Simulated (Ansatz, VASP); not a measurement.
# One calculation of B5W2, two programs

```xyz
7
Lattice="1.5475 0.8935 7.1333 -1.5475 0.8935 7.1333 0.0000 -1.7869 7.1333" Properties=species:S:1:pos:R:3 pbc="T T T"
B     0.0000    0.0000    3.9638
B     0.0000    0.0000   17.4360
B     0.0000    0.0000    7.0840
B     0.0000    0.0000   14.3159
B     0.0000    0.0000   10.6999
W     0.0000    0.0000    1.6427
W     0.0000    0.0000   19.7571
```

Alike in both runs: functional PBE; k mesh 15 × 15 × 15; occupations gaussian, width 0.1 eV; no spin polarisation.

Ansatz relaxed the structure, and its values are those at the end. VASP's run is a single point on that final structure, the one shown.

|  | VASP | Ansatz |
| --- | --- | --- |
| version | VASP 6.6.1 | Ansatz 0.2.0 |
| potentials or method | VASP PAW PBE potentials, release 64 (B, W_sv) | scalar-relativistic, plane waves, PAW |
| plane-wave cutoff (eV) | 520 | 420 |
| valence electrons in the cell | 43 | 43 |

Ansatz gave:

| Quantity | Value |
| --- | --- |
| gap on the k mesh at the Fermi level (eV) | none |
| pressure (GPa) | 0.0 |

Question: Estimate VASP's values.

Answer: gap on the k mesh at the Fermi level (eV): none; pressure (GPa): 0.5.

A gap of «none» marks a metal or a gap that the smearing closes.

The runs have no spin-orbit coupling, so splittings on W are missing.
